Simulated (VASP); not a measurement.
Consider the following.

```
TaC
1.0
    0.00000     2.18097     2.18097
    2.18097     0.00000     2.18097
    2.18097     2.18097     0.00000
Ta C
1 1
Direct
  0.00000   0.00000   0.00000
  0.50000   0.50000   0.50000
```

These are PBE GGA with D3 dispersion (zero damping), VASP's PBE PAW potentials (set 64) (plane waves; VASP) values and carry that method's errors. Run with 520 eV cut-off, 14×14×14 Γ-centred mesh, first-order Methfessel-Paxton smearing of 0.10 eV, potentials Ta_pv C.

Unless said otherwise, spin-orbit coupling is left out, though it shifts the bands of the heavy elements here.

Estimate the energy per atom (σ→0), pressure, band gap (on the k-mesh) with the smallest direct gap where there is one.

```yaml
band gap (on the k-mesh): none (metal, semimetal or under 0.01 eV)
energy per atom (σ→0): -11.400 eV/atom
pressure: 23.85 GPa
```

Total energies compare only between runs with the same potentials, cut-off and functional.

The compound is TaC in the rock salt structure. This cell is one point of a volume scan, at 0.94 of the reference volume. The electron count is odd and the run is not spin-polarised, which forces a metal.
